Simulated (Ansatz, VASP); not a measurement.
**Cross-check of B2AsN (CuAu-ordered zincblende type (invented)) between VASP and Ansatz**

Aim: how closely do two programs agree when they are given the same cell, functional and k mesh? The cell is generated by rule, not measured, and may not be a known phase. The cell is taken from a series of runs on this material, whose earlier steps may have relaxed, scaled, displaced or heated it; both programs get it as it stands.

Main program and level: Ansatz 0.2.0; plane waves, with VASP 6.6.1 beside it; relaxation of cell and atoms at PBE.

**1. The starting structure**

Symmetry: P-4m2, No. 115, tetragonal system. Conventional cell: a = 2.998 Å, b = 2.998 Å, c = 4.295 Å, α = 90.00°, β = 90.00°, γ = 90.00°. N has 4 B at 1.72 Å nearest. Nearest to As lie 4 B at 1.99 Å. B has 2 N at 1.72 Å and 2 As at 1.99 Å nearest. Farther neighbours and most contacts between anions are not listed.

**2. VASP: relaxation of cell and atoms, PBE**

The relaxed volume is the usual yardstick between codes: in a stiff, nearly cubic crystal its relative difference is about their pressure difference at one cell divided by the bulk modulus.

Lines of VASP's logs that name or quote its potential files are left out, and so is its time.

INCAR

```
SYSTEM = B2AsN
PREC = Accurate
ENCUT = 600
EDIFF = 1E-07
NELM = 120
ISMEAR = 0
SIGMA = 0.1
LREAL = .FALSE.
ALGO = Normal
GGA = PE
NBANDS = 14
LORBIT = 11
LWAVE = .FALSE.
LCHARG = .FALSE.
ISIF = 3
IBRION = 2
NSW = 80
EDIFFG = -0.005
LASPH = .TRUE.
GGA_COMPAT = .FALSE.
NELMIN = 4
```

POSCAR

```
B2AsN
1.0
    2.9976750000      0.0000000000      0.0000000000
    0.0000000000      2.9976750000      0.0000000000
    0.0000000000      0.0000000000      4.2950270000
N As B
1 1 2
Direct
    0.0000000000      0.0000000000      0.0000000000
    0.5000001668      0.5000001668      0.4999998836
    0.0000000000      0.5000001668      0.1968893327
    0.5000001668      0.0000000000      0.8031104345
```

KPOINTS

```
Automatic mesh
0
Gamma
14 14 10
0 0 0
```

The projector-augmented-wave data sets are N, As and B (PBE family, release 64).

Run with:

```
> mpirun -np 1 vasp_std
```

Numbers of over 12 decimals in the logs are rounded to 6 here.

The log of the run:

```text
[banner, memory and clock lines left out]
running    1 mpi-ranks, on    1 nodes
 distrk:  each k-point on    1 cores,    1 groups
 distr:  one band on    1 cores,    1 groups

 POSCAR found type information on POSCAR N AsB
 POSCAR found :  3 types and       4 ions
 LDA part: xc-table for (Slater+PW92), standard interpolation
 POSCAR, INCAR and KPOINTS ok, starting setup
 FFT: planning ... GRIDC
 FFT: planning ... GRID_SOFT
 FFT: planning ... GRID
 WAVECAR not read
 entering main loop
       N       E                     dE             d eps       ncg     rms          rms(c)
DAV:   1     0.451262612517E+02    0.45126E+02   -0.79454E+03  6048   0.117E+03
DAV:   2    -0.236476828199E+02   -0.68774E+02   -0.61435E+02  8174   0.201E+02
DAV:   3    -0.269427810955E+02   -0.32951E+01   -0.32515E+01  8116   0.440E+01
DAV:   4    -0.269689203812E+02   -0.26139E-01   -0.26130E-01  6762   0.386E+00
DAV:   5    -0.269691638580E+02   -0.24348E-03   -0.24343E-03  8016   0.348E-01    0.714E+00
DAV:   6    -0.261387444123E+02    0.83042E+00   -0.11408E+00  8056   0.102E+01    0.387E+00
DAV:   7    -0.259967167899E+02    0.14203E+00   -0.30085E-01  7344   0.455E+00    0.184E+00
DAV:   8    -0.259772634991E+02    0.19453E-01   -0.55446E-02  7992   0.167E+00    0.440E-01
DAV:   9    -0.259778501462E+02   -0.58665E-03   -0.44132E-03  7578   0.706E-01    0.142E-01
DAV:  10    -0.259779325316E+02   -0.82385E-04   -0.62018E-04  7614   0.264E-01    0.327E-02
DAV:  11    -0.259779657934E+02   -0.33262E-04   -0.13108E-04  6918   0.930E-02    0.212E-02
DAV:  12    -0.259779641758E+02    0.16176E-05   -0.19317E-05  8100   0.404E-02    0.754E-03
DAV:  13    -0.259779658231E+02   -0.16473E-05   -0.39346E-06  6840   0.187E-02    0.278E-03
DAV:  14    -0.259779658117E+02    0.11350E-07   -0.18998E-07  6216   0.356E-03
   1 F= -.25977966E+02 E0= -.25977855E+02  d E =-.259780E+02
[...]
2 F= -.25978211E+02 E0= -.25978079E+02  d E =-.245226E-03
[...]
3 F= -.25978552E+02 E0= -.25978430E+02  d E =-.586432E-03
 curvature:  -0.29 expect dE=-0.325E-04 dE for cont linesearch -0.606E-07
 trial: gam= 0.04420 g(F)=  0.720E-05 g(S)=  0.106E-03 ort = 0.210E-04 (trialstep = 0.913E+00)
 search vector abs. value=  0.119E-03
 bond charge predicted
       N       E                     dE             d eps       ncg     rms          rms(c)
DAV:   1    -0.259786325484E+02   -0.80311E-04   -0.25153E-03  6780   0.410E-01    0.372E-02
DAV:   2    -0.259786124582E+02    0.20090E-04   -0.75634E-05  7818   0.761E-02    0.163E-02
DAV:   3    -0.259786088457E+02    0.36125E-05   -0.69042E-06  7404   0.241E-02    0.777E-03
DAV:   4    -0.259786080328E+02    0.81288E-06   -0.26051E-06  7950   0.120E-02    0.256E-03
DAV:   5    -0.259786080560E+02   -0.23195E-07   -0.18838E-07  6080   0.457E-03
   4 F= -.25978608E+02 E0= -.25978483E+02  d E =-.558122E-04
 trial-energy change:   -0.000056  1 .order   -0.000056   -0.000104   -0.000007
 step:   0.9760(harm=  0.9760)  dis= 0.00062  next Energy=   -25.978608 (dE=-0.558E-04)
 reached required accuracy - stopping structural energy minimisation
```

From OUTCAR (step 2):

```text
ion  position               nearest neighbor table
   1  0.000  0.000  0.000-   3 1.72   4 1.72   3 1.72   4 1.72
   2  0.500  0.500  0.500-   3 1.99   4 1.99   3 1.99   4 1.99
   3  0.000  0.500  0.197-   1 1.72   1 1.72   2 1.99   2 1.99
   4  0.500  0.000  0.803-   1 1.72   1 1.72   2 1.99   2 1.99

  LATTYP: Found a simple tetragonal cell.
 ALAT       =     2.9976750000
 C/A-ratio  =     1.4327860759

 Subroutine GETGRP returns: Found  8 space group operations
 (whereof  8 operations were pure point group operations)

The static configuration has the point symmetry D_2d.

 Found    216 irreducible k-points:

   k-points           NKPTS =    216   k-points in BZ     NKDIM =    216   number of bands    NBANDS=     14

   dimension x,y,z NGX =    24 NGY =   24 NGZ =   36
   dimension x,y,z NGXF=    48 NGYF=   48 NGZF=   72

   ENCUT  =  600.0 eV  44.10 Ry    6.64 a.u.   5.99  5.99  8.58*2*pi/ulx,y,z

   NELECT =      16.0000    total number of electrons

 k-points in reciprocal lattice and weights: Automatic mesh
   0.00000000  0.00000000  0.00000000       0.001
   0.07142857  0.00000000  0.00000000       0.002
   0.14285714  0.00000000  0.00000000       0.002
   0.21428571  0.00000000  0.00000000       0.002
   0.28571429  0.00000000  0.00000000       0.002
   0.35714286  0.00000000  0.00000000       0.002
   0.42857143  0.00000000  0.00000000       0.002
   0.50000000  0.00000000  0.00000000       0.001
   0.07142857  0.07142857  0.00000000       0.002
[...]
0.50000000  0.42857143  0.50000000       0.002
   0.50000000  0.50000000  0.50000000       0.001

 average (electrostatic) potential at core
       1 -62.9891       2 -47.1208       3 -26.4459       4 -26.4459

 E-fermi :   7.7290

 k-point     1 :       0.0000    0.0000    0.0000
  band No.  band energies     occupation
    ...
      5       1.3341      2.00000
      6       6.3109      2.00000
      7       7.5899      1.95089
      8       7.6992      1.32652
      9       7.6992      1.32650
     10      10.3760      0.00000
     11      11.7226      0.00000
     12      11.7226      0.00000
     13      11.7566      0.00000
     14      14.4033      0.00000

 k-point     2 :       0.0714    0.0000    0.0000
  band No.  band energies     occupation
    ...
      4       1.0620      2.00000
      5       1.3750      2.00000
      6       6.1158      2.00000
      7       7.1010      2.00000
      8       7.6771      1.53735
      9       7.8565      0.07133
     10      10.6221      0.00000
     11      11.6566      0.00000
     12      11.7899      0.00000
     13      12.1601      0.00000
    ...

 k-point     3 :       0.1429    0.0000    0.0000
  band No.  band energies     occupation
    ...
      4       0.4351      2.00000
      5       1.4933      2.00000
      6       5.5750      2.00000
      7       5.8840      2.00000
      8       7.6076      1.91405
      9       8.3782      0.00000
     10      11.2775      0.00000
     11      11.7719      0.00000
     12      11.9923      0.00000
     13      12.6806      0.00000
    ...

  Total       -0.0026430     -0.0026430      0.0106679      0.0000000      0.0000000      0.0000000
  in kB       -0.1094841     -0.1094841      0.4419023      0.0000000      0.0000000      0.0000000
  external PRESSURE =       0.0743114 kB  Pullay stress =       0.0000000 kB

  energy-cutoff  :      600.00
  volume of cell :       38.68
      direct lattice vectors                 reciprocal lattice vectors
     2.997477873  0.000000000  0.000000000     0.333613805 -0.000000000 -0.000000000
     0.000000000  2.997477873 -0.000000000     0.000000000  0.333613805 -0.000000000
     0.000000000  0.000000000  4.304778841     0.000000000  0.000000000  0.232299971

 POSITION                                       TOTAL-FORCE (eV/Angst)
 -----------------------------------------------------------------------------------
      0.00000      2.99748     -0.00000         0.000000      0.000000      0.000000
      1.49874      1.49874      2.15239        -0.000000     -0.000000      0.000000
      0.00000      1.49874      0.84424         0.000000      0.000000      0.000726
      1.49874      0.00000      3.46053        -0.000000     -0.000000     -0.000726
 -----------------------------------------------------------------------------------
    total drift:                               -0.000084     -0.000084      0.000124

  FREE ENERGIE OF THE ION-ELECTRON SYSTEM (eV)
  ---------------------------------------------------
  free  energy   TOTEN  =       -25.9786080560 eV

  energy  without entropy=      -25.9783586588  energy(sigma->0) =      -25.97848336

 reached required accuracy - stopping structural energy minimisation

 total charge
# of ion       s       p       d       tot
------------------------------------------
    1        1.200   2.474   0.000   3.673
    2        1.179   1.845   0.106   3.129
    3        0.630   1.178   0.000   1.808
    4        0.630   1.178   0.000   1.808
--------------------------------------------------
tot          3.639   6.675   0.106  10.419

[... 3 further parts left out ...]
```

CONTCAR:

```
B2AsN
   1.00000000000000
     2.9974778731319227    0.0000000000000000    0.0000000000000000
     0.0000000000000000    2.9974778731319227   -0.0000000000000000
     0.0000000000000000    0.0000000000000000    4.3047788406390950
  N               As              B
     1     1     2
Direct
     0.0000000000000000    1.0000000000000000    0.0000000000000000
     0.5000001667999996    0.5000001667999996    0.4999998835999975
     0.0000000000000000    0.5000001667999996    0.1961178159275815
     0.5000001667999996    0.0000000000000000    0.8038819512724205
```

The run keeps the 8 symmetry operations of its start, so it cannot find a distortion of lower symmetry.

**3. Ansatz: relaxation of cell and atoms, PBE**

Ansatz runs on its default PAW (the set named soft_2) files.

The same cell, functional, mesh and smearing now go to Ansatz, which takes its cutoff from its data sets.

input.yaml

```yaml
crystal:
  lattice:
    - [2.997675412, 0.0, 0.0]
    - [0.0, 2.997675412, 0.0]
    - [0.0, 0.0, 4.2950267493]
  atoms:
    - { symbol: "N", position: [0.0, 0.0, 0.0] }
    - { symbol: As, position: [0.5, 0.5, 0.5] }
    - { symbol: B, position: [0.0, 0.5, 0.1968894146] }
    - { symbol: B, position: [0.5, 0.0, 0.8031105854] }
kpoints:
  mp_grid: { grid: [14, 14, 10] }
hamiltonian:
  xc: pbe
scf:
  occupations: { method: gaussian, width: 0.1 }
output:
  forces: true
  stress: true
  eigenvalues: true
relax:
  adjacent_minimum: "off"
  f_tol: 0.005
  max_steps: 80
  cell: { stress_tol: 0.05 }
```

Run with:

```
> ansatz run input.yaml --threads 2 --pin off --max-ram 5120MiB --backend cpu --events-out ev --progress --plain --runs-dir out
```

The log of the run:

```text
Engine: ansatz 0.2.0, aarch64-unknown-linux-gnu
Pseudopotentials: kind: paw
Pseudopotential: N, paw, valence charge 5, recommended cutoff 420 eV (normal), N.paw.azcp
Pseudopotential: As, paw, valence charge 15, recommended cutoff 420 eV (normal), As.paw.azcp
Pseudopotential: B, paw, valence charge 3, recommended cutoff 420 eV (normal), B.paw.azcp
Functional definition: PBE
  parameter kappa = 0.804
  parameter beta = 0.066725
  exchange = pbe_x(kappa = kappa, mu = beta*pi^2/3)
  correlation = pbe_c(beta = beta)
Crystal: 4 atoms, lattice volume = 38.595 Å³
Basis set: ecut = 420 eV, 735 PW (Γ), exchange–correlation on 48×48×60 points (8 copies of the dense FFT grid, shifted against one another)
Bands: 17, of which v1, the nominal top of the filled ones, is band 13 counted from 1 (12 counted from 0)
Symmetry: 8 space group operations
Space group: P-4m2 (ITA 115), of the structure as read, at distance tolerance 3.4e-5 Å
k-points: 216 of 1960 (time reversal used)
Non-local potential: N, projectors of the file, l = 0: 2, l = 1: 2, l = 2: 1
Non-local potential: As, projectors of the file, l = 0: 2, l = 1: 2, l = 2: 3, l = 3: 1
Non-local potential: B, projectors of the file, l = 0: 2, l = 1: 2, l = 2: 1
PAW form: soft (Blöchl's): semilocal exchange-correlation on the pseudo side does not see the compensation charge
PAW one-centre angular grid: N, 110 points (default); XC on 64 Gauss nodes
PAW one-centre angular grid: As, 590 points (default); XC on 64 Gauss nodes
PAW one-centre angular grid: B, 110 points (default); XC on 64 Gauss nodes
Initial density: superposition of atomic densities (neutral atoms: chi_scale 0, normalization atom), corrected by the library's trained network
Initial wavefunctions: pseudopotential atomic-orbital guess
Functional: x = pbe(κ = 0.804, μ = 0.219515), c = pbe(β = 0.066725)
SCF iter   1: F=—  HF=-5551.520152 eV  |F-HF|=—  |Δ(HF+E_count)|=         —  Δρ=6.42e-3  dr2=1.47e-2  ethr=1.77e-3  ⟨swp⟩=5.1  Hψ=18041  notcnv=0
preconditioner: auto → none  [metal: Δε(μ)=0.089 eV  Ē_g=12.426 eV  σ=0.100 eV  W_gap=0.47  n_scr=6 (ndim 8)  ℏωp=23.9 eV  f_vac=0.000  D(μ)=0.04/eV (n_scr^D=0)  sad-step TF]
SCF iter   2: F=—  HF=-5551.517993 eV  |F-HF|=—  |Δ(HF+E_count)|=   2.16e-3  Δρ=3.90e-3  dr2=5.85e-3  ethr=5.66e-5  ⟨swp⟩=1.0  Hψ=5400  notcnv=0
SCF iter   3: F=—  HF=-5551.517128 eV  |F-HF|=—  |Δ(HF+E_count)|=   8.65e-4  Δρ=7.10e-4  dr2=2.20e-4  ethr=2.25e-5  ⟨swp⟩=2.0  Hψ=5989  notcnv=0
SCF iter   4: F=—  HF=-5551.516829 eV  |F-HF|=—  |Δ(HF+E_count)|=   2.99e-4  Δρ=2.48e-4  dr2=1.43e-5  ethr=8.45e-7  ⟨swp⟩=2.0  Hψ=6482  notcnv=0
SCF iter   5: F=—  HF=-5551.516855 eV  |F-HF|=—  |Δ(HF+E_count)|=   2.67e-5  Δρ=5.55e-5  dr2=6.57e-7  ethr=5.50e-8  ⟨swp⟩=2.0  Hψ=6482  notcnv=0
SCF iter   6: F=-5551.516856 eV  HF=-5551.516856 eV  |F-HF|=7.78e-8  |Δ(HF+E_count)|=   1.62e-7  Δρ=1.27e-5  dr2=6.24e-8  ethr=3.85e-10  ⟨swp⟩=5.2  Hψ=16889  notcnv=0
SCF 1 converged in 6 iterations: F = -5551.516856 eV  dr2 = 6.24e-8
  greatest PAW one-centre occupation: 0.999 electrons in one spin orbital (limit 2), on the As atom at site 1 (counted from 0), in its partial waves of l = 2
relax step   1: F+E_penalty+E_count = -5551.51685550 eV  Δ(F+E_penalty+E_count) = +0.000e0 eV  max|allowed force component| = 3.597e-3 eV/Å  Δτ_max = 0.0000 Å  P = -0.112 GPa  Ω = 38.595 Å³  (6 SCF iters, dr2 threshold 1.00e-7 eV, accepted)
[...]
relax step   3: F+E_penalty+E_count = -5551.51699128 eV  Δ(F+E_penalty+E_count) = -7.694e-5 eV  max|allowed force component| = 6.316e-3 eV/Å  Δτ_max = 0.0006 Å  P = -0.022 GPa  Ω = 38.574 Å³  energy of the carried Pulay correction = +5.013e-5 eV  (6 SCF iters, dr2 threshold 2.53e-7 eV, accepted)
[...]
relax step   4: F+E_penalty+E_count = -5551.51700584 eV  Δ(F+E_penalty+E_count) = -1.456e-5 eV  max|allowed force component| = 2.329e-3 eV/Å  Δτ_max = 0.0002 Å  P = -0.002 GPa  Ω = 38.569 Å³  energy of the carried Pulay correction = +6.282e-5 eV  (6 SCF iters, dr2 threshold 2.49e-9 eV, accepted)
[...]
relax step   5: F+E_penalty+E_count = -5551.51694210 eV  Δ(F+E_penalty+E_count) = +6.374e-5 eV  max|allowed force component| = 2.322e-3 eV/Å  Δτ_max = 0.0000 Å  P = -0.005 GPa  Ω = 38.569 Å³  stress off target by 1.20e-2 GPa  SCF on the basis re-selected at this cell (its energy is not comparable with the rows above)  (8 SCF iters)
basis re-selected at this cell: Δ(F+E_penalty+E_count) = +6.374e-5 eV, ΔP = -0.003 GPa vs the last step (what re-selecting the basis moved, of the pressure what is left beyond the Pulay correction that the steps carried, after the strain that the cell walked since its last selection, with what the two solves' SCF thresholds leave and, on support functions, any second-order correction that the steps lacked; it is no m [...]
SCF converged after 8 iterations
Free energy (F): -5551.516942 eV
Harris-Foulkes:  -5551.516942 eV  (|F-HF|=9.09e-13)
Internal energy: -5551.516730 eV  (E = F + TS)
E sigma→0 (E₀):  -5551.516836 eV
Entropy (-TS):   -0.000212 eV (-0.053 meV/atom)
Fermi energy:    12.434105 eV
--- Per-component energies (eV) ---
  E_band       = -167.045185
  E_kinetic    = 331.326396
  E_local      = -1871.710853  (includes V_loc(G=0)·N_el)
  E_nonlocal   = -602.881920
  E_hartree    = 1000.665335
  E_xc         = -203.705775
  E_vxc        = -232.333989  (∫ρ·V_xc dr)
  E_paw        = -2119.799372  (= ΣΔE_a)
  E_vpaw       = 207.224419  (= ΣTr[D̂ρ^β])
  E_aug_tail   = 0.000093  (compensation charges beyond the density's cutoff)
  E_ewald      = -2085.410634
  E_smearing   = -0.000212  (= −TS)
  E_closure    = -0.000000  (closes the sum)
  Σ components = -5551.516942   (vs F -5551.516942, Δ=0.00e0)
--- Forces (eV/Å), atoms counted from 1 ---
  atom   1  N     -0.00000000     0.00000000     0.00000000
  atom   2  As    -0.00000000     0.00000000     0.00000000
  atom   3  B     -0.00000000     0.00000000    -0.00232199
  atom   4  B     -0.00000000     0.00000000     0.00232199
  max |Σ_I F_I| component: 1.02e-15 eV/Å
--- Stress (GPa, compression-positive) ---
       -0.012029       0.000000       0.000000
        0.000000      -0.012029       0.000000
        0.000000       0.000000       0.009259
  P = ⅓ Tr σ = -0.0049 GPa (-0.049 kbar)
--- Band table (eV; the first three rows and the last of 216) ---
  k-point 0: bands = [... 9 lower, 6.0572, 11.0240, 12.3198, 12.3941, 12.3941, 15.1170, 16.4430, 16.4430]
  k-point 1: bands = [... 9 lower, 6.0872, 10.7124, 12.2090, 12.2090, 12.4877, 15.1812, 16.4337, 16.6879]
  k-point 2: bands = [... 9 lower, 6.1694, 10.0186, 11.7837, 11.7837, 12.7823, 15.2986, 16.4449, 17.2863]
  k-point 215: bands = [... 9 lower, 5.4929, 5.4929, 5.5568, 5.8047, 16.8873, 17.7737, 17.7737, 19.2425]
--- Relaxed structure (4 steps of the walk, 4 accepted, 1 SCFs on fresh bases) ---
  F+E_penalty+E_count = -5551.51694210 eV   max|allowed force component| = 2.322e-3 eV/Å   (the final SCF, on the basis selected at the relaxed cell)
  cell:  # Å, volume = 38.5690 Å³
    - [2.995286, 0.0, 0]
    - [0.0, 2.995286, 0.0]
    - [0, 0.0, 4.298946]
  atoms:
    - { symbol: N, position: [0, 0.0, 0] }
    - { symbol: As, position: [0.5, 0.5, 0.5] }
    - { symbol: B, position: [0, 0.5, 0.196833] }
    - { symbol: B, position: [0.5, 0.0, 0.803167] }
```

The column dr2 measures how far the density is from self-consistency, as an energy; F and HF (Harris–Foulkes) agree once it is small.

**4. Side by side**

Known differences besides the potentials themselves: the data sets hold 26 valence electrons in Ansatz (on its default PAW (the set named soft_2) files) and 16 in VASP; the cutoff is 420 eV in Ansatz and 600 eV in VASP; Ansatz adds a Pulay correction to the stress that steers its cell, VASP none. Total energies have different zeros and are not compared.

Both answers:

```csv
quantity,Ansatz,VASP,difference
volume (Å³),38.57,38.68,-0.28 %
"edge a after relaxation, in the typed setting (Å)",2.995,2.998,-0.07 %
"edge c after relaxation, in the typed setting (Å)",4.299,4.305,-0.14 %
```

**5. Outcome**

```
difference in volume (relaxation of cell and atoms, PBE) : -0.28 %
```

In words: The difference in volume is -0.28 % (relaxation of cell and atoms, PBE), within the 1.2 % picked in this series as the mark of a large difference, as far as the stopping tolerances let one tell. The data sets hold unlike numbers of valence electrons (26 in Ansatz and 16 in VASP), so part of the differences comes from the potentials. 1 further run of this series is not shown here. Such differences can come from data sets, numerical settings and the points named under the comparisons, not from the functional's error against experiment.

[Lines on the potential files, build, host, timing and source positions are cut from VASP's logs without a mark.]

[Logs are printed without paths, hosts, clocks, repeated set-up lines and the standing remarks that a program may print on its own settings, such as how far it seeks lower states.]

[Hosts, paths, dates, database ids (printed as entryN), source tags and the programs' standing remarks are cut or masked in the printed files.]
